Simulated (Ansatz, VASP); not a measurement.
**Cross-check of W2N between VASP and Ansatz**

One calculation is typed for both programs; each brings its own data sets. How far apart do they land? The cell is taken from a series of runs on this material, whose earlier steps may have relaxed, scaled, displaced or heated it; both programs get it as it stands.

Main program and level: Ansatz 0.2.0; plane waves, with VASP 6.6.1 beside it; single point at PBEsol.

## 1. The structure

The cell holds 3 atoms: 1 N and 2 W. Its edges and angles: a = 2.900 Å, b = 2.900 Å, c = 20.000 Å, α = 90.0°, β = 90.0°, γ = 120.0°. Vacuum lies along c.

Coordinates:

```
N W
1.0
     2.90000    0.00000    0.00000
    -1.45000    2.51147    0.00000
     0.00000    0.00000   20.00000
N W
1 2
Direct
  0.00000 0.00000 0.50000
  0.33333 0.66667 0.56000
  0.66667 0.33333 0.44000
```

## 2. VASP: single point, PBEsol, pair 1

With cell and atoms fixed, the geometry can't cause a difference; cores, projectors, grids and the points listed under the comparison can.

Lines of VASP's logs that name or quote its potential files are left out, and so is its time.

Input file INCAR:

```
SYSTEM = W2N
PREC = Accurate
ENCUT = 520
EDIFF = 1E-06
NELM = 120
ISMEAR = 0
SIGMA = 0.1
LREAL = .FALSE.
ALGO = Normal
GGA = PS
NBANDS = 14
LASPH = .TRUE.
LORBIT = 11
LWAVE = .FALSE.
LCHARG = .FALSE.
ISIF = 2
LDIPOL = .TRUE.
IDIPOL = 3
DIPOL = 0.5 0.5 0.5
LVHAR = .TRUE.
GGA_COMPAT = .FALSE.
NELMDL = -8
KPAR = 2
```

Input file POSCAR:

```
W2N
1.0
    2.9000000000      0.0000000000      0.0000000000
   -1.4500000000      2.5114700000      0.0000000000
    0.0000000000      0.0000000000     20.0000000000
N W
1 2
Direct
    0.0000000000      0.0000000000      0.5000000000
    0.3333333333      0.6666666667      0.5600000000
    0.6666666667      0.3333333333      0.4400000000
```

Input file KPOINTS:

```
Automatic mesh
0
Gamma
9 9 1
0 0 0
```

The projector-augmented-wave data sets are N and W (PBE family, release 64).

Run with:

```
mpirun -np 2 vasp_std
```

Numbers of over 12 decimals in the logs are rounded to 6 here.

The program printed:

```text
[banner, memory and clock lines left out]
running    2 mpi-ranks, on    1 nodes
 distrk:  each k-point on    1 cores,    2 groups
 distr:  one band on    1 cores,    1 groups

 POSCAR found type information on POSCAR N W
 POSCAR found :  2 types and       3 ions
|                                                                             |
|               ----> ADVICE to this user running VASP <----                  |
|                                                                             |
|     You enforced a specific xc type in the INCAR file but a different       |
|     [... a line on the potential file left out ...]
|     I HOPE YOU KNOW WHAT YOU ARE DOING!                                     |
|                                                                             |

 LDA part: xc-table for (Slater+PW92), standard interpolation
 POSCAR, INCAR and KPOINTS ok, starting setup
 FFT: planning ... GRIDC
 FFT: planning ... GRID_SOFT
 FFT: planning ... GRID
 WAVECAR not read
 entering main loop
       N       E                     dE             d eps       ncg     rms          rms(c)
DAV:   1     0.114314263703E+03    0.11431E+03   -0.60387E+03   336   0.902E+02
DAV:   2    -0.217607163110E+02   -0.13607E+03   -0.12900E+03   548   0.212E+02
DAV:   3    -0.362692033716E+02   -0.14508E+02   -0.14065E+02   468   0.779E+01
DAV:   4    -0.367131381212E+02   -0.44393E+00   -0.44018E+00   480   0.159E+01
DAV:   5    -0.367252159907E+02   -0.12078E-01   -0.12070E-01   466   0.217E+00
DAV:   6    -0.367258690570E+02   -0.65307E-03   -0.65297E-03   564   0.395E-01
DAV:   7    -0.367258723419E+02   -0.32849E-05   -0.32846E-05   460   0.276E-02
DAV:   8    -0.367258724144E+02   -0.72565E-07   -0.72715E-07   420   0.287E-03    0.401E+01
DAV:   9    -0.334834389964E+02    0.32424E+01   -0.14963E+01   442   0.276E+01    0.171E+01
DAV:  10    -0.331801805542E+02    0.30326E+00   -0.26532E+00   410   0.134E+01    0.858E+00
DAV:  11    -0.330850797249E+02    0.95101E-01   -0.40873E-01   468   0.554E+00    0.142E+00
DAV:  12    -0.330757130283E+02    0.93667E-02   -0.54160E-02   404   0.162E+00    0.630E-01
DAV:  13    -0.330748413826E+02    0.87165E-03   -0.55084E-03   490   0.599E-01    0.119E-01
DAV:  14    -0.330748063012E+02    0.35081E-04   -0.54336E-04   464   0.195E-01    0.617E-02
[...]
DAV:  18    -0.330749524546E+02   -0.48546E-04   -0.83809E-06   420   0.159E-02    0.173E-03
DAV:  19    -0.330749652209E+02   -0.12766E-04   -0.11494E-06   326   0.634E-03    0.277E-03
DAV:  20    -0.330749761969E+02   -0.10976E-04   -0.18471E-06   320   0.419E-03    0.520E-04
DAV:  21    -0.330749788727E+02   -0.26758E-05   -0.48629E-07   304   0.325E-03    0.119E-03
DAV:  22    -0.330749835150E+02   -0.46423E-05   -0.16141E-07   216   0.284E-03    0.868E-04
DAV:  23    -0.330749860627E+02   -0.25477E-05   -0.10152E-07   210   0.133E-03    0.109E-03
DAV:  24    -0.330749875792E+02   -0.15164E-05   -0.72595E-08   228   0.965E-04    0.153E-04
DAV:  25    -0.330749880040E+02   -0.42485E-06   -0.19553E-08   198   0.649E-04
   1 F= -.33074988E+02 E0= -.33071149E+02  d E =-.767771E-02
```

Parts of OUTCAR (step 2):

```text
ion  position               nearest neighbor table
   1  0.000  0.000  0.500-   2 2.06   3 2.06   3 2.06   2 2.06   3 2.06   2 2.06
   2  0.333  0.667  0.560-   1 2.06   1 2.06   1 2.06   3 2.93   3 2.93   3 2.93
   3  0.667  0.333  0.440-   1 2.06   1 2.06   1 2.06   2 2.93   2 2.93   2 2.93

  LATTYP: Found a hexagonal cell.
 ALAT       =     2.9000000000
 C/A-ratio  =     6.8965517241

 Subroutine GETGRP returns: Found 12 space group operations
 (whereof 12 operations were pure point group operations)

The static configuration has the point symmetry D_3d.

 Found     12 irreducible k-points:

   k-points           NKPTS =     12   k-points in BZ     NKDIM =     12   number of bands    NBANDS=     14

   dimension x,y,z NGX =    24 NGY =   24 NGZ =  150
   dimension x,y,z NGXF=    48 NGYF=   48 NGZF=  300

   ENCUT  =  520.0 eV  38.22 Ry    6.18 a.u.   5.39  5.39 37.19*2*pi/ulx,y,z

   NELECT =      17.0000    total number of electrons

 k-points in reciprocal lattice and weights: Automatic mesh
   0.00000000  0.00000000  0.00000000       0.012
   0.11111111 -0.00000000  0.00000000       0.074
   0.22222222  0.00000000  0.00000000       0.074
   0.33333333  0.00000000  0.00000000       0.074
   0.44444444  0.00000000  0.00000000       0.074
   0.11111111  0.11111111  0.00000000       0.074
   0.22222222  0.11111111  0.00000000       0.148
   0.33333333  0.11111111  0.00000000       0.148
   0.44444444  0.11111111  0.00000000       0.074
   0.22222222  0.22222222  0.00000000       0.074
   0.33333333  0.22222222  0.00000000       0.148
   0.33333333  0.33333333  0.00000000       0.025

 dipolmoment           0.000000      0.000000      0.000000 electrons x Angstroem

 average (electrostatic) potential at core
       1 -73.3924       2 -47.7772       3 -47.7772

 E-fermi :  -1.6746

 k-point     1 :       0.0000    0.0000    0.0000
  band No.  band energies     occupation
    ...
      5      -5.5222      2.00000
      6      -3.5484      2.00000
      7      -3.3547      2.00000
      8      -3.3547      2.00000
      9      -3.0347      2.00000
     10      -1.3755      0.00002
     11      -1.3755      0.00002
     12      -1.1521      0.00000
     13      -0.6099      0.00000
     14      -0.6099      0.00000

 k-point     2 :       0.1111   -0.0000    0.0000
  band No.  band energies     occupation
    ...
      6      -4.1161      2.00000
      7      -3.5641      2.00000
      8      -3.1013      2.00000
      9      -2.9936      2.00000
     10      -1.6870      1.13890
     11      -1.5641      0.11802
     12      -0.9009      0.00000
     13      -0.1301      0.00000
     14       0.5561      0.00000

 k-point     3 :       0.2222    0.0000    0.0000
  band No.  band energies     occupation
    ...
      5      -5.6289      2.00000
      6      -4.2940      2.00000
      7      -4.0552      2.00000
      8      -2.3868      2.00000
      9      -2.0854      2.00000
     10      -1.5374      0.05232
     11      -1.1365      0.00000
     12      -0.7328      0.00000
     13       0.3488      0.00000
     14       2.0053      0.00000

  Total       -0.5403847     -0.5403831      5.1723170      0.0000000      0.0000000      0.0000000
  in kB       -5.9437099     -5.9436925     56.8904971      0.0000000      0.0000000      0.0000000
  external PRESSURE =      15.0010316 kB  Pullay stress =       0.0000000 kB

  energy-cutoff  :      520.00
  volume of cell :      145.67
      direct lattice vectors                 reciprocal lattice vectors
     2.900000000  0.000000000  0.000000000     0.344827586  0.199086591  0.000000000
    -1.450000000  2.511470000  0.000000000     0.000000000  0.398173181  0.000000000
     0.000000000  0.000000000 20.000000000     0.000000000  0.000000000  0.050000000

 POSITION                                       TOTAL-FORCE (eV/Angst)
 -----------------------------------------------------------------------------------
      0.00000      0.00000     10.00000        -0.000000      0.000000      0.000000
     -0.00000      1.67431     11.20000        -0.000000      0.000000      2.166997
      1.45000      0.83716      8.80000         0.000000      0.000000     -2.166997
 -----------------------------------------------------------------------------------
    total drift:                               -0.000000      0.000000      0.000000

  FREE ENERGIE OF THE ION-ELECTRON SYSTEM (eV)
  ---------------------------------------------------
  free  energy   TOTEN  =       -33.0749880040 eV

  energy  without entropy=      -33.0673102926  energy(sigma->0) =      -33.07114915

 vacuum level on the upper side and lower side of the slab         3.599         3.599

 total charge
# of ion       s       p       d       tot
------------------------------------------
    1        1.243   2.564   0.000   3.807
    2        0.580   0.704   4.279   5.563
    3        0.580   0.704   4.279   5.563
--------------------------------------------------
tot          2.404   3.972   8.558  14.934

[... 3 further parts left out ...]
```

This run has no spin polarisation, so a moment on W, if there is one, isn't seen. Its electron count is odd, so without a moment it is a metal by construction.

## 3. Ansatz: single point, PBEsol, pair 1

Ansatz runs on its default PAW (the set named soft_2) files.

The same cell, functional, mesh and smearing now go to Ansatz, which takes its cutoff from its data sets.

Input file input.yaml:

```yaml
crystal:
  lattice:
    - [2.9, 0.0, 0.0]
    - [-1.45, 2.51147, 0.0]
    - [0.0, 0.0, 20.0]
  atoms:
    - { symbol: "N", position: [0.0, 0.0, 0.5] }
    - { symbol: W, position: [0.333333, 0.666667, 0.56] }
    - { symbol: W, position: [0.666667, 0.333333, 0.44] }
  periodic: [true, true, false]
kpoints:
  mp_grid: { grid: [9, 9, 1] }
hamiltonian:
  xc: pbesol
scf:
  occupations: { method: gaussian, width: 0.1 }
output:
  forces: true
  stress: true
  eigenvalues: true
```

Run with:

```
ansatz run input.yaml --threads 8 --pin off --max-ram 14336MiB --backend cpu --events-out ev --progress --plain --runs-dir out
```

The program printed:

```text
Warning: crystal.periodic: the lattice vector that does not repeat stood 0.000° off the slab's normal, 20.000 Å along it as the deck builds it. The run solves the slab on a vector along the normal, 28.600 Å long, with every atom where it was (on the deck's vector they left 17.60 Å outside them, and the widest stretch free of ions among them is 1.20 Å). A fractional position that the run reports is one of the run's ce [...]
Warning: the atoms were moved onto the symmetric positions of the space group found under crystal.symmetry.tolerance 1.0e-5 (fractional; no operation is sought that the atoms, as they stand in a round, miss by more than twice it, and no atom is moved by as much as it), and the run uses the moved positions. Before a round's move an operation carried an atom to 2.90e-6 Å from where it should land, the largest such dist [...]
crystal.periodic: the lattice vector that does not repeat stood 0.000° off the slab's normal, 20.000 Å along it as the deck builds it. The run solves the slab on a vector along the normal, 28.600 Å long, with every atom where it was (on the deck's vector they left 17.60 Å outside them, and the widest stretch free of ions among them is 1.20 Å). A fractional position that the run reports is one of the run's cell, which [...]
Engine: ansatz 0.2.0, aarch64-unknown-linux-gnu
Pseudopotentials: kind: paw
Pseudopotential: N, paw, valence charge 5, recommended cutoff 420 eV (normal), N.paw.azcp
Pseudopotential: W, paw, valence charge 14, recommended cutoff 420 eV (normal), W.paw.azcp
Functional definition: PBEsol
  exchange = pbesol_x
  correlation = pbesol_c
Crystal: 3 atoms, lattice volume = 208.301 Å³
Basis set: ecut = 420 eV, 4067 PW (Γ), exchange–correlation on 40×40×384 points (8 copies of the dense FFT grid, shifted against one another)
Bands: 21, of which v1, the nominal top of the filled ones, is band 17 counted from 1 (16 counted from 0)
Symmetry: 12 space group operations
Space group: P-3m1 (ITA 164), of the structure as read, at distance tolerance 5.9e-5 Å
k-points: 12 of 81
Non-local potential: N, projectors of the file, l = 0: 2, l = 1: 2, l = 2: 1
Non-local potential: W, projectors of the file, l = 0: 3, l = 1: 2, l = 2: 2, l = 3: 1
PAW form: soft (Blöchl's): semilocal exchange-correlation on the pseudo side does not see the compensation charge
PAW frozen core: N, regenerated for the run's functional, and the local potential with it (the file was generated under x = pbe(κ = 0.804, μ = 0.219515), c = pbe(β = 0.066725))
PAW frozen core: W, regenerated for the run's functional, and the local potential with it (the file was generated under x = pbe(κ = 0.804, μ = 0.219515), c = pbe(β = 0.066725))
PAW one-centre angular grid: N, 110 points (default); XC on 64 Gauss nodes
PAW one-centre angular grid: W, 590 points (default); XC on 64 Gauss nodes
Initial density: superposition of atomic densities (neutral atoms: chi_scale 0, normalization atom), corrected by the library's trained network
Initial wavefunctions: pseudopotential atomic-orbital guess
Functional: x = pbesol(κ = 0.804, μ = 0.123457), c = pbesol(β = 0.046)
SCF iter   1: F=—  HF=-20888.426602 eV  |F-HF|=—  |Δ(HF+E_count)|=         —  Δρ=8.78e-3  dr2=2.22e-1  ethr=1.77e-3  ⟨swp⟩=12.7  Hψ=2164  notcnv=0
preconditioner: auto → LDOS  [insulator: Δε(μ)=0.158 eV  Ē_g=7.790 eV  σ=0.100 eV  W_gap=0.63  n_scr=18 (ndim 8)  ℏωp=10.6 eV  f_vac=0.758  D(μ)=1.70/eV (n_scr^D=10)  ε∞_Penn≈2.9  β→1.0]
SCF iter   2: F=—  HF=-20888.401755 eV  |F-HF|=—  |Δ(HF+E_count)|=   2.48e-2  Δρ=3.89e-3  dr2=3.49e-2  ethr=6.72e-4  ⟨swp⟩=3.2  Hψ=607  notcnv=0  defer=6
SCF iter   3: F=—  HF=-20888.396140 eV  |F-HF|=—  |Δ(HF+E_count)|=   5.62e-3  Δρ=3.23e-4  dr2=1.30e-3  ethr=1.06e-4  ⟨swp⟩=3.8  Hψ=542  notcnv=0  defer=6
SCF iter   4: F=—  HF=-20888.396262 eV  |F-HF|=—  |Δ(HF+E_count)|=   1.22e-4  Δρ=2.37e-4  dr2=1.31e-4  ethr=3.92e-6  ⟨swp⟩=3.4  Hψ=563  notcnv=0  defer=6
SCF iter   5: F=—  HF=-20888.396256 eV  |F-HF|=—  |Δ(HF+E_count)|=   5.52e-6  Δρ=5.99e-5  dr2=2.70e-5  ethr=3.96e-7  ⟨swp⟩=3.7  Hψ=577  notcnv=0  defer=6
SCF iter   6: F=—  HF=-20888.396384 eV  |F-HF|=—  |Δ(HF+E_count)|=   1.28e-4  Δρ=1.97e-5  dr2=1.13e-6  ethr=8.19e-8  ⟨swp⟩=4.1  Hψ=550  notcnv=0  defer=6
SCF iter   7: F=-20888.396385 eV  HF=-20888.396385 eV  |F-HF|=6.66e-8  |Δ(HF+E_count)|=   2.48e-7  Δρ=4.96e-6  dr2=4.11e-8  ethr=3.03e-10  ⟨swp⟩=18.3  Hψ=2117  notcnv=0
SCF 1 converged in 7 iterations: F = -20888.396385 eV  dr2 = 4.11e-8
  greatest PAW one-centre occupation: 1.000 electrons in one spin orbital (limit 2), on the W atom at site 2 (counted from 0), in its partial waves of l = 0
SCF converged after 7 iterations
Free energy (F): -20888.396385 eV
Harris-Foulkes:  -20888.396385 eV  (|F-HF|=6.66e-8)
Internal energy: -20888.388671 eV  (E = F + TS)
E sigma→0 (E₀):  -20888.392528 eV
Entropy (-TS):   -0.007714 eV (-2.571 meV/atom)
Fermi energy:    -5.261214 eV
--- Per-component energies (eV) ---
  E_band       = -1045.582675
  E_kinetic    = 1036.277370
  E_local      = -79418.640171  (includes V_loc(G=0)·N_el)
  E_nonlocal   = 53.099463
  E_hartree    = 39054.965606
  E_xc         = -588.685594
  E_vxc        = -551.594019  (∫ρ·V_xc dr)
  E_paw        = -16995.528296  (= ΣΔE_a)
  E_vpaw       = -274.688064  (= ΣTr[D̂ρ^β])
  E_aug_tail   = -0.000018  (compensation charges beyond the density's cutoff)
  E_ewald      = 35969.651285
  E_core_change = 0.471683  (= ΣΔE_core)
  E_smearing   = -0.007714  (= −TS)
  E_closure    = -0.000000  (closes the sum)
  Σ components = -20888.396385   (vs F -20888.396385, Δ=0.00e0)
--- Forces (eV/Å), atoms counted from 1 ---
  atom   1  N     -0.00000000    -0.00000000     0.00000000
  atom   2  W      0.00000000     0.00000000     2.09895802
  atom   3  W     -0.00000000    -0.00000000    -2.09895802
  max |Σ_I F_I| component: 4.63e-18 eV/Å
--- 2D stress c σ (N/m, compression-positive) ---
       -1.365111       0.000000       0.000000
        0.000000      -1.365111       0.000000
        0.000000       0.000000       0.000000
  P = ½ c Tr σ = -1.3651 N/m
--- Band table (eV; the first three rows and the last of 12) ---
  k-point 0: bands = [... 13 lower, -7.1520, -6.9338, -6.9338, -6.6561, -4.9264, -4.9264, -4.7787, -4.1895]
  k-point 1: bands = [... 13 lower, -7.7028, -7.1736, -6.7074, -6.5731, -5.2713, -5.1277, -4.4939, -3.6953]
  k-point 2: bands = [... 13 lower, -7.8883, -7.6503, -5.9786, -5.6638, -5.1533, -4.7097, -4.3177, -3.2090]
  k-point 11: bands = [... 13 lower, -7.5216, -7.5216, -6.2150, -4.2622, -4.2622, -3.2613, -3.2613, -0.7511]
```

## 4. Side by side

Known differences besides the potentials themselves: Ansatz cuts the interaction across the vacuum, VASP repeats the sheet with a dipole correction; the data sets hold 33 valence electrons in Ansatz (on its default PAW (the set named soft_2) files) and 17 in VASP; the cutoff is 420 eV in Ansatz and 520 eV in VASP; Ansatz makes its cores anew for this functional, VASP keeps those of its PBE data sets. Total energies have different zeros and are not compared.

Forces (eV/Å; atoms numbered as in POSCAR):

```
atom        Ansatz x, y, z          VASP x, y, z
  N1   0.000, 0.000, 0.000   0.000, 0.000, 0.000
  W2   0.000, 0.000, 2.099   0.000, 0.000, 2.167
  W3  0.000, 0.000, -2.099  0.000, 0.000, -2.167
```

The forces differ by 32 meV/Å r.m.s., which is 3.1 % of the r.m.s. force of 1.022 eV/Å (both taken over all components). With vacuum in the cell, a pressure given here is an average over mostly empty space and none of the material.

## 5. Other set-ups

Further runs change the set-up of one program: Ansatz's method, potentials or start, or VASP's data sets, cutoff or form of LDA. The table gives that difference for each run.

```csv
run,r.m.s. force difference (meV/Å)
as above,32
VASP with the data sets N and W_sv,71
```

## 6. Ansatz: single point, PBEsol, pair 2

With cell and atoms fixed, the geometry can't cause a difference; cores, projectors, grids and the points listed under the comparison can. This pair takes another cell of the material, with 6 atoms against 3 for the pair before.

The cell is taken from a series of runs on this material, whose earlier steps may have relaxed, scaled, displaced or heated it; both programs get it as it stands.

Input file input.yaml:

```yaml
crystal:
  lattice:
    - [2.7572366177, 0.0, 0.0]
    - [0.0, 4.7756739104, 0.0]
    - [0.0, 0.0, 28.6]
  atoms:
    - { symbol: "N", position: [0.5, 0.5083627843, 0.3495724658] }
    - { symbol: "N", position: [0.0, -0.0083627843, 0.3497282336] }
    - { symbol: W, position: [0.0, 0.3337953518, 0.3990606742] }
    - { symbol: W, position: [0.5, 0.8328713148, 0.4007600895] }
    - { symbol: W, position: [0.5, 0.1662046482, 0.3002400252] }
    - { symbol: W, position: [1.0, 0.6671286852, 0.2985406099] }
  periodic: [true, true, false]
kpoints:
  mp_grid: { grid: [12, 8, 1] }
hamiltonian:
  xc: pbesol
scf:
  occupations: { method: methfessel_paxton, width: 0.15 }
output:
  forces: true
  stress: true
  eigenvalues: true
```

The program printed:

```text
[...]
Crystal: 6 atoms, lattice volume = 390.381 Å³
Basis set: ecut = 420 eV, 7633 PW (Γ), exchange–correlation on 40×64×400 points (8 copies of the dense FFT grid, shifted against one another)
Bands: 40, of which v1, the nominal top of the filled ones, is band 33 counted from 1 (32 counted from 0)
Symmetry: 4 space group operations
[...]
k-point 0: bands = [... 29 lower, -6.5571, -6.4672, -6.4649, -6.2431, -5.2648, -4.7292, -4.6849, -4.3720, ... 3 higher]
  k-point 1: bands = [... 29 lower, -6.7247, -6.3098, -6.3084, -6.0981, -5.6341, -4.8945, -4.7314, -4.3534, ... 3 higher]
  k-point 2: bands = [... 29 lower, -6.5612, -6.4621, -6.3690, -5.8812, -5.8463, -5.1287, -4.7191, -4.4849, ... 3 higher]
  k-point 34: bands = [... 29 lower, -6.2665, -5.2660, -5.2660, -4.4404, -4.4404, -3.8432, -3.8432, -2.7789, ... 3 higher]
[key lines of the parts left out:]
SCF converged after 8 iterations
Free energy (F): -41777.774596 eV
Fermi energy:    -5.418784 eV
P = ½ c Tr σ = -0.0049 N/m
```

(Part 1 of 2 ends here.)

[Lines on the potential files, build, host, timing and source positions are cut from VASP's logs without a mark.]

[Logs are printed without paths, hosts, clocks, repeated set-up lines and the standing remarks that a program may print on its own settings, such as how far it seeks lower states.]

[Hosts, paths, dates, database ids (printed as entryN), source tags and the programs' standing remarks are cut or masked in the printed files.]
